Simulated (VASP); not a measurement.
These are LDA (Ceperley-Alder, Perdew-Zunger), VASP's LDA PAW potentials (set 64) (plane waves; VASP) values and carry that method's errors.

Input for VASP

**INCAR**
```
SYSTEM = NaI
PREC = Accurate
ENCUT = 520
EDIFF = 1E-7
NELM = 100
ALGO = Normal
LREAL = .FALSE.
LASPH = .TRUE.
ISMEAR = 0
SIGMA = 0.05
LMAXMIX = 4
LWAVE = .FALSE.
LCHARG = .FALSE.
LORBIT = 11
ICHARG = 11
```

**KPOINTS**
```
k-points along high-symmetry lines
15
Line-mode
Reciprocal
  0.000000   0.000000   0.000000 ! GAMMA
  0.500000   0.000000   0.500000 ! X

  0.500000   0.000000   0.500000 ! X
  0.625000   0.250000   0.625000 ! U

  0.375000   0.375000   0.750000 ! K
  0.000000   0.000000   0.000000 ! GAMMA

  0.000000   0.000000   0.000000 ! GAMMA
  0.500000   0.500000   0.500000 ! L

  0.500000   0.500000   0.500000 ! L
  0.500000   0.250000   0.750000 ! W

  0.500000   0.250000   0.750000 ! W
  0.500000   0.000000   0.500000 ! X
```

**POSCAR**
```
NaI
1
    0.0000000000     3.1311896302     3.1311896302
    3.1311896302     0.0000000000     3.1311896302
    3.1311896302     3.1311896302     0.0000000000
Na I
1 1
Direct
  0.0000000000   0.0000000000   0.0000000000
  0.5000000000   0.5000000000   0.5000000000
```

POTCAR, in this order: Na_pv I (LDA.64 set). Program: vasp_std. Read from the step before: CHGCAR.

Output of the run:

File OSZICAR:
```
       N       E                     dE             d eps       ncg     rms          rms(c)
DAV:   1     0.763106280494E+02    0.76311E+02   -0.69429E+03  1988   0.115E+03
DAV:   2     0.726363606799E+00   -0.75584E+02   -0.70940E+02  2099   0.236E+02
DAV:   3    -0.529601179788E+01   -0.60224E+01   -0.59197E+01  2416   0.662E+01
DAV:   4    -0.546280648561E+01   -0.16679E+00   -0.16671E+00  2455   0.115E+01
DAV:   5    -0.546692438256E+01   -0.41179E-02   -0.41177E-02  2353   0.185E+00
DAV:   6    -0.546710693515E+01   -0.18255E-03   -0.18255E-03  2779   0.371E-01
DAV:   7    -0.546711003410E+01   -0.30989E-05   -0.30988E-05  2440   0.381E-02
DAV:   8    -0.546711018870E+01   -0.15461E-06   -0.15476E-06  2072   0.712E-03
DAV:   9    -0.546711019278E+01   -0.40823E-08   -0.40858E-08  1553   0.144E-03
   1 F= -.54671102E+01 E0= -.54671102E+01  d E =-.978560E-16
```

File OUTCAR:
```
 val. band max:        1.3604155595   @ k =   0.0000   0.0000   0.0000

 cond. band min:       4.9909243423   @ k =   0.0000   0.0000   0.0000



 k-point     1 :       0.0000    0.0000    0.0000
  band No.  band energies     occupation
      1     -20.9470      2.00000
      2     -20.9470      2.00000
      3     -20.9470      2.00000
      4     -10.0036      2.00000
      5       1.3604      2.00000
      6       1.3604      2.00000
      7       1.3604      2.00000
      8       4.9909      0.00000
      9       9.1518      0.00000
     10       9.1518      0.00000
     11       9.1518      0.00000

 k-point     2 :       0.0357    0.0000    0.0357
  band No.  band energies     occupation
      1     -20.9471      2.00000
      2     -20.9470      2.00000
      3     -20.9470      2.00000
      4      -9.9971      2.00000
      5       1.3013      2.00000
      6       1.3463      2.00000
      7       1.3463      2.00000
      8       5.0700      0.00000
      9       9.0623      0.00000
     10       9.1879      0.00000
     11       9.1879      0.00000

 k-point     3 :       0.0714    0.0000    0.0714
  band No.  band energies     occupation
      1     -20.9474      2.00000
      2     -20.9471      2.00000
      3     -20.9471      2.00000
      4      -9.9781      2.00000
      5       1.1398      2.00000
      6       1.3050      2.00000
      7       1.3050      2.00000
      8       5.2894      0.00000
      9       8.8365      0.00000
     10       9.2946      0.00000
     11       9.2946      0.00000

 k-point     4 :       0.1071    0.0000    0.1071
  band No.  band energies     occupation
      1     -20.9479      2.00000
      2     -20.9473      2.00000
      3     -20.9473      2.00000
      4      -9.9473      2.00000
      5       0.9110      2.00000
      6       1.2404      2.00000
      7       1.2404      2.00000
      8       5.6082      0.00000
      9       8.5461      0.00000
     10       9.4668      0.00000
...
```

The density is held fixed in this step, so its total energy and stress have no physical meaning. Unless said otherwise, spin-orbit coupling is left out, though it shifts the bands of the heavy elements here.

The compound is NaI in the rock salt structure. It was relaxed first, which changed the volume by -9 %.
